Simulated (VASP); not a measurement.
# Pt in VASP: notebook

Runs on Pt. Level: PBE. Tasks: single point.

Everything below comes from runs of VASP 6.6.1. Logs are shortened: lines on timing, memory, paths and dates and some standing lists are left out, and cuts for length are marked.

**1. The structure**

The cell holds a slab with vacuum, 16 atoms: a = 5.549 Å, b = 5.549 Å, c = 24.797 Å, α = 90.00°, β = 90.00°, γ = 60.00°.

The cell was built by a generator and needn't be a form met in nature.

**2. Single point, PBE**

File INCAR:

```
SYSTEM = Pt
PREC     = Accurate       ! precision mode
ENCUT    = 520            ! plane-wave cutoff, eV
EDIFF    = 1E-6           ! SCF threshold, eV
ISMEAR   = 0              ! smearing method
SIGMA    = 0.1            ! smearing width, eV
LREAL    = Auto         
LASPH    = .True.         ! aspherical terms in the spheres
NELM     = 60             ! most SCF steps
ALGO     = Fast           ! electronic algorithm
ISIF     = 2              ! what is computed and relaxed
LWAVE    = .False.        ! write WAVECAR
LCHARG   = .False.        ! write CHGCAR
LDIPOL   = .True.       
IDIPOL   = 3            
DIPOL    = 0.5 0.5 0.502
GGA      = PE             ! functional
NBANDS   = 94             ! bands
```

File KPOINTS:

```
regular mesh
0
Gamma
  9 9 1
  0 0 0
```

File POSCAR:

```
Pt
1.0
    5.5493740188      0.0000000000      0.0000000000
    2.7746870094      4.8058988753      0.0000000000
    0.0000000000      0.0000000000     24.7965673689
Pt
16
Direct
    0.0000000000      0.0000000000      0.3629534631
    0.5000000000      0.0000000000      0.3629534631
    0.0000000000      0.5000000000      0.3629534631
    0.5000000000      0.5000000000      0.3629534631
    0.1666666667      0.1666666667      0.4543178210
    0.6666666667      0.1666666667      0.4543178210
    0.1666666667      0.6666666667      0.4543178210
    0.6666666667      0.6666666667      0.4543178210
   -0.1666666667      0.3333333333      0.5474511683
    0.3333333333      0.3333333333      0.5474511683
   -0.1666666667      0.8333333333      0.5474511683
    0.3333333333      0.8333333333      0.5474511683
    0.0000000000      0.0000000000      0.6418668985
    0.5000000000      0.0000000000      0.6418668985
    0.0000000000      0.5000000000      0.6418668985
    0.5000000000      0.5000000000      0.6418668985
```

Potentials or basis: VASP PAW PBE potentials, release 64 (Pt).

Command:

```console
cat potpaw_PBE.64/Pt/POTCAR > POTCAR
mpirun -np 1 vasp_std > vasp.out
```

OUTCAR:

```text
SYSTEM = Pt
   PREC = Accurate
   ENCUT = 520
   EDIFF = 1E-6
   ISMEAR = 0
   LREAL = Auto
   LASPH = .True.
   NELM = 60
   ISIF = 2
   GGA = PE

 ion  position               nearest neighbor table
   1  0.000  0.000  0.363-   7 2.77   6 2.77   5 2.77   3 2.77   3 2.77   4 2.77   4 2.77   2 2.77
                             2 2.77
   2  0.500  0.000  0.363-   8 2.77   5 2.77   6 2.77   4 2.77   3 2.77   4 2.77   3 2.77   1 2.77
                             1 2.77
   3  0.000  0.500  0.363-   5 2.77   8 2.77   7 2.77   1 2.77   1 2.77   2 2.77   2 2.77   4 2.77
                             4 2.77
   4  0.500  0.500  0.363-   6 2.77   7 2.77   8 2.77   2 2.77   1 2.77   2 2.77   1 2.77   3 2.77
                             3 2.77
   5  0.167  0.167  0.454-   3 2.77   2 2.77   1 2.77   7 2.77   7 2.77   8 2.77   8 2.77   6 2.77
                             6 2.77  10 2.81  12 2.81   9 2.81
   6  0.667  0.167  0.454-   4 2.77   1 2.77   2 2.77   8 2.77   7 2.77   8 2.77   7 2.77   5 2.77
                             5 2.77   9 2.81  11 2.81  10 2.81
   7  0.167  0.667  0.454-   1 2.77   4 2.77   3 2.77   5 2.77   5 2.77   6 2.77   6 2.77   8 2.77
                             8 2.77  12 2.81  10 2.81  11 2.81
   8  0.667  0.667  0.454-   2 2.77   3 2.77   4 2.77   6 2.77   5 2.77   6 2.77   5 2.77   7 2.77
                             7 2.77  11 2.81   9 2.81  12 2.81
   9  0.833  0.333  0.547-  11 2.77  11 2.77  12 2.77  12 2.77  10 2.77  10 2.77   6 2.81   8 2.81
[... 22 lines left out ...]
 A1 = (  -2.7746870094,  -4.8058988753,   0.0000000000)
 A2 = (   5.5493740188,   0.0000000000,   0.0000000000)
 A3 = (   0.0000000000,   0.0000000000,  24.7965673689)

Analysis of symmetry for initial positions (statically):
=====================================================================
 Subroutine PRICEL returns following result:

  LATTYP: Found a hexagonal cell.
 ALAT       =     2.7746870094
 C/A-ratio  =     8.9367079188

  Lattice vectors:

 A1 = (  -1.3873435047,  -2.4029494376,   0.0000000000)
 A2 = (   2.7746870094,   0.0000000000,   0.0000000000)
 A3 = (   0.0000000000,   0.0000000000,  24.7965673689)

   4 primitive cells build up your supercell.

 Routine SETGRP: Setting up the symmetry group for a
 hexagonal supercell.

 Subroutine GETGRP returns: Found  6 space group operations
 (whereof  6 operations were pure point group operations)
 out of a pool of 24 trial point group operations.

The static configuration has the point symmetry C_3v.

Analysis of symmetry for dynamics (positions and initial velocities):
=====================================================================
 Subroutine PRICEL returns following result:

  LATTYP: Found a hexagonal cell.
 ALAT       =     2.7746870094
 C/A-ratio  =     8.9367079188

  Lattice vectors:

 A1 = (  -1.3873435047,  -2.4029494376,   0.0000000000)
 A2 = (   2.7746870094,   0.0000000000,   0.0000000000)
 A3 = (   0.0000000000,   0.0000000000,  24.7965673689)

   4 primitive cells build up your supercell.

 Routine SETGRP: Setting up the symmetry group for a
 hexagonal supercell.

 Subroutine GETGRP returns: Found  6 space group operations
 (whereof  6 operations were pure point group operations)
 out of a pool of 24 trial point group operations.

The dynamic configuration has the point symmetry C_3v.

 Subroutine INISYM returns: Found  6 space group operations
 (whereof  6 operations are pure point group operations),
 and found     4 'primitive' translations

----------------------------------------------------------------------------------------

                                     Primitive cell

  volume of cell :     165.3294

  direct lattice vectors                    reciprocal lattice vectors
    -1.387343505 -2.402949438  0.000000000     0.000000000 -0.416155240  0.000000000
     2.774687009  0.000000000  0.000000000     0.360401010 -0.208077620  0.000000000
     0.000000000  0.000000000 24.796567369     0.000000000  0.000000000  0.040328163

  length of vectors
     2.774687009  2.774687009 24.796567369     0.416155240  0.416155240  0.040328163

  position of ions in fractional coordinates (direct lattice)
     0.000000000  0.000000000  0.362953463
     0.666666667  0.333333333  0.454317821
[... 23 lines left out ...]
     0.000000000  0.000000000  0.040328163     0.000000000  0.000000000  1.000000000

  Length of vectors
     0.023119736  0.023119736  0.040328163

  Shift w.r.t. Gamma in fractional coordinates (k-lattice)
     0.000000000  0.000000000  0.000000000

 Subroutine IBZKPT returns following result:
 ===========================================

 Found     12 irreducible k-points:

 Following reciprocal coordinates:
            Coordinates               Weight
  0.000000  0.000000  0.000000      1.000000
  0.111111 -0.000000  0.000000      6.000000
  0.222222 -0.000000  0.000000      6.000000
  0.333333 -0.000000  0.000000      6.000000
  0.444444 -0.000000  0.000000      6.000000
  0.222222  0.111111  0.000000      6.000000
  0.333333  0.111111  0.000000     12.000000
  0.444444  0.111111  0.000000     12.000000
 -0.444444  0.111111  0.000000      6.000000
  0.444444  0.222222  0.000000      6.000000
 -0.444444  0.222222  0.000000     12.000000
 -0.333333  0.333333  0.000000      2.000000
   k-points           NKPTS =     12   k-points in BZ     NKDIM =     12   number of bands    NBANDS=     94
   number of dos      NEDOS =    301   number of ions     NIONS =     16
   total plane-waves  NPLWV = 338688
   dimension x,y,z NGX =    42 NGY =   42 NGZ =  192
   dimension x,y,z NGXF=    84 NGYF=   84 NGZF=  384
   ions per type =              16
   NGX,Y,Z   is equivalent  to a cutoff of  12.58, 12.58, 12.87 a.u.
   NGXF,Y,Z  is equivalent  to a cutoff of  25.16, 25.16, 25.74 a.u.
 SYSTEM =  Pt
   PREC   = accura    normal or accurate (medium, high low for compatibility)
   ISTART =      0    job   : 0-new  1-cont  2-samecut
   ICHARG =      2    charge: 1-file 2-atom 10-const
   ISPIN  =      1    spin polarized calculation?
   LNONCOLLINEAR =      F non collinear calculations
   LSORBIT =      F    spin-orbit coupling
   LASPH  =      T    aspherical Exc in radial PAW
   ENCUT  =  520.0 eV  38.22 Ry    6.18 a.u.  10.32 10.32 46.11*2*pi/ulx,y,z
   NELM   =     60;   NELMIN=  2; NELMDL= -5     # of ELM steps
   EDIFF  = 0.1E-05   stopping-criterion for ELM
   LREAL  =      T    real-space projection
   EDIFFG = 0.1E-04   stopping-criterion for IOM
   NSW    =      0    number of steps for IOM
   IBRION =     -1    ionic relax: 0-MD 1-quasi-New 2-CG
   NFREE  =      0    steps in history (QN), initial steepest desc. (CG)
   ISIF   =      2    stress and relaxation
   ISYM   =      2    0-nonsym 1-usesym 2-fastsym
   POTIM  = 0.5000    time-step for ionic-motion
   TEBEG  =    0.0;   TEEND  =   0.0 temperature during run
   PSTRESS=    0.0 pullay stress
   NELECT =     160.0000    total number of electrons
   NUPDOWN=      -1.0000    fix difference up-down
   EMIN   =  10.00;   EMAX   =-10.00  energy-range for DOS
   EFERMI =   0.00;   METHOD = LEGACY
   ISMEAR =     0;   SIGMA  =   0.10  broadening in eV -4-tet -1-fermi 0-gaus
   EFERMI_NEDOS =   21; number of points for ismear=-14 and -15
   IALGO  =     68    algorithm
   IMIX   =      4    mixing-type and parameters
     AMIX     =   0.40;   BMIX     =  1.00
     AMIX_MAG =   1.60;   BMIX_MAG =  1.00
  volume/ion in A,a.u.               =      41.33       278.92
  Fermi-wavevector in a.u.,A,eV,Ry     =   1.020105  1.927718 14.158408  1.040614
  Thomas-Fermi vector in A             =   2.153656
   LORBIT       =      0    0 simple, 1 ext, 2 COOP (PROOUT), +10 PAW based schemes
   GGA     = PE    functional components
   LHFCALC =     F    Hartree Fock is set to
   AEXX    =    0.0000 exact exchange contribution
   IVDW    =     0    specifies the selected vdW correction
   LEPSILON=     F    determine dielectric tensor
   LRPA    =     F    only Hartree local field effects (RPA)
 non-spin polarized calculation
 RMM-DIIS sequential band-by-band and
 Gauss-broadening in eV      SIGMA  =   0.10
  energy-cutoff  :      520.00
  volume of cell :      661.32
 maximum number of plane-waves:     17895
 NGX is ok and might be reduce to    42

 dipolmoment           0.000000      0.000000     -0.680448 electrons x Angstroem

 number of electron     160.0000017 magnetization

 dipolmoment           0.000000      0.000000      0.004171 electrons x Angstroem

 Free energy of the ion-electron system (eV)
  ---------------------------------------------------
  ext. energy  EPLUGINS =         0.00000000
  ---------------------------------------------------
  free energy    TOTEN  =       -92.93340532 eV

  energy without entropy =      -92.75469537  energy(sigma->0) =      -92.84405035

 E-fermi :   0.4391     XC(G=0):  -5.6949

 val. band max:        0.4363009845   @ k =   0.2222  -0.0000   0.0000
 cond. band min:       0.4483666447   @ k =   0.2222   0.1111   0.0000
 fundamental gap:      0.0120656602
 Fermi energy:         0.4391484296

 k-point     1 :       0.0000    0.0000    0.0000
  band No.  band energies     occupation
      1      -9.0111      2.00000
      2      -7.7419      2.00000
      3      -6.6510      2.00000
      4      -6.5224      2.00000
      5      -6.2416      2.00000
      6      -6.2416      2.00000
[... 1129 lines left out ...]
     91       3.2912      0.00000
     92       3.2912      0.00000
 [bands above 92 left out]

------------------------ aborting loop because EDIFF is reached ----------------------------------------

 vacuum level on the upper side and lower side of the slab       (xc-potential included)        -0.120        -0.153

  FORCE on cell =-STRESS in cart. coord.  units (eV):
  Direction    XX          YY          ZZ          XY          YZ          ZX
  --------------------------------------------------------------------------------------
  -------------------------------------------------------------------------------------
  Total       -9.8528848     -9.8528848      3.5425035      0.0000000     -0.0000000      0.0000000
  in kB      -23.8706253    -23.8706253      8.5824381      0.0000000     -0.0000000      0.0000000
  external PRESSURE =     -13.0529375 kB  Pullay stress =       0.0000000 kB

 VOLUME and BASIS-vectors are now :
 -----------------------------------------------------------------------------
  energy-cutoff  :      520.00
  volume of cell :      661.32
      direct lattice vectors                 reciprocal lattice vectors
     5.549374019  0.000000000  0.000000000     0.180200505 -0.104038810  0.000000000
     2.774687009  4.805898875  0.000000000     0.000000000  0.208077620  0.000000000
     0.000000000  0.000000000 24.796567369     0.000000000  0.000000000  0.040328163

 POSITION                                       TOTAL-FORCE (eV/Angst)
 -----------------------------------------------------------------------------------
      0.00000      0.00000      9.00000         0.000000      0.000000     -0.445802
      2.77469      0.00000      9.00000         0.000000     -0.000000     -0.445802
      1.38734      2.40295      9.00000         0.000000      0.000000     -0.445802
      4.16203      2.40295      9.00000         0.000000      0.000000     -0.445802
      1.38734      0.80098     11.26552        -0.000000      0.000000      0.472343
      4.16203      0.80098     11.26552         0.000000     -0.000000      0.472343
[... 8 lines left out ...]
      1.38734      2.40295     15.91610         0.000000     -0.000000     -0.023661
      4.16203      2.40295     15.91610         0.000000      0.000000     -0.023661
 -----------------------------------------------------------------------------------
    total drift:                               -0.000000     -0.000000     -0.038486

  FREE ENERGIE OF THE ION-ELECTRON SYSTEM (eV)
  ---------------------------------------------------
  free  energy   TOTEN  =       -92.9334053247 eV

  energy  without entropy=      -92.7546953665  energy(sigma->0) =      -92.84405035

 vacuum level on the upper side and lower side of the slab         6.030         5.995
```

Wall time 24 min (1 thread of Intel Xeon 6975P-C (Granite Rapids), shared host); peak memory 0.95 GiB.

What came out:

| Quantity | Value |
| --- | --- |
| Free energy | -92.9334 eV |
| Largest force | 0.472 eV/Å |
| Band gap on the k mesh | none (metal or under the smearing width) |

Forces in eV/Å, atoms in the order of the input:
```
Pt   0.000  0.000 -0.446
Pt   0.000  0.000 -0.446
Pt   0.000  0.000 -0.446
Pt   0.000  0.000 -0.446
Pt   0.000  0.000  0.472
Pt   0.000  0.000  0.472
Pt   0.000  0.000  0.472
Pt   0.000  0.000  0.472
Pt   0.000  0.000 -0.003
Pt   0.000  0.000 -0.003
Pt   0.000  0.000 -0.003
Pt   0.000  0.000 -0.003
Pt   0.000  0.000 -0.024
Pt   0.000  0.000 -0.024
Pt   0.000  0.000 -0.024
Pt   0.000  0.000 -0.024
```

**3. Single point, PBE**

This run uses another cell than the first one: it holds 18 atoms, not 16.

File INCAR:

```
SYSTEM = Pt16CO
PREC = Accurate ; ENCUT = 520
EDIFF = 1E-6 ; ISMEAR = 0
SIGMA = 0.1 ; LREAL = Auto
LASPH = .TRUE. ; NELM = 80
ALGO = Fast ; ISIF = 2
LWAVE = .FALSE. ; LCHARG = .TRUE.
LDIPOL = .TRUE. ; IDIPOL = 3
DIPOL = 0.5 0.5 0.529 ; GGA = PE
LELF = .TRUE. ; LVHAR = .TRUE.
LVACPOTAV = .TRUE. ; NBANDS = 100
```

File KPOINTS:

```
regular mesh
0
G
  9 9 1
  0 0 0
```

File POSCAR:

```
Pt16CO
1.0
    5.5493740188      0.0000000000      0.0000000000
    2.7746870094      4.8058988753      0.0000000000
    0.0000000000      0.0000000000     24.7965673689
Pt C O
16 1 1
Direct
    0.0000000000      0.0000000000      0.3629534631
    0.5000000000      0.0000000000      0.3629534631
    0.0000000000      0.5000000000      0.3629534631
    0.5000000000      0.5000000000      0.3629534631
    0.1666666667      0.1666666667      0.4543178210
    0.6666666667      0.1666666667      0.4543178210
    0.1666666667      0.6666666667      0.4543178210
    0.6666666667      0.6666666667      0.4543178210
   -0.1650213558      0.3300427117      0.5480714333
    0.3333333333      0.3333333333      0.5468988275
   -0.1650213558      0.8349786442      0.5480714333
    0.3300427117      0.8349786442      0.5480714333
    0.0000000000      0.0000000000      0.6493677941
    0.5000999646     -0.0001999292      0.6400974391
   -0.0001999292      0.5000999646      0.6400974391
    0.5000999646      0.5000999646      0.6400974391
    0.0000000000      0.0000000000      0.7235274510
    0.0000000000      0.0000000000      0.7699258929
```

Potentials or basis: VASP PAW PBE potentials, release 64 (Pt, C, O).

Command:

```console
cat potpaw_PBE.64/Pt/POTCAR potpaw_PBE.64/C/POTCAR potpaw_PBE.64/O/POTCAR > POTCAR
mpirun -np 1 vasp_std > vasp.out
```

It took 26 min on 1 thread of Intel Xeon 6975P-C (Granite Rapids), shared host; peak memory 0.97 GiB.

Results (log left out):

```
Free energy                     : -109.2471 eV
Largest force                   : 0.822 eV/Å
Band gap on the k mesh          : none (metal or under the smearing width)
Work function of the upper face : 5.45 eV
Work function of the lower face : 5.68 eV
```

Forces on the atoms (eV/Å):
```
Pt   0.000  0.000 -0.456
Pt   0.000  0.050 -0.505
Pt   0.044 -0.025 -0.505
Pt  -0.044 -0.025 -0.505
Pt  -0.010 -0.006  0.535
Pt   0.010 -0.006  0.535
Pt   0.000  0.012  0.535
Pt   0.000  0.000  0.469
Pt   0.000 -0.005 -0.007
Pt   0.000  0.000  0.000
Pt   0.005  0.003 -0.007
Pt  -0.005  0.003 -0.007
Pt   0.000  0.000 -0.083
Pt   0.000 -0.001 -0.020
Pt  -0.001  0.000 -0.020
Pt   0.001  0.000 -0.020
C    0.000  0.000 -0.763
O    0.000  0.000  0.822
```

Levels at points of the mesh, in eV from the Fermi level:
| k point | band 82 | band 83 | band 84 | band 85 | band 86 | band 87 | band 88 | band 89 |
| --- | --- | --- | --- | --- | --- | --- | --- | --- |
| (0.00, 0.00, 0.00) | 0.23 | 0.30 | 0.35 | 0.35 | 0.57 | 0.57 | 0.57 | 0.61 |

Caveat: the standard files for N, O and F lose accuracy on very short bonds. Spin-orbit coupling is left out, which matters for the levels of Pt.
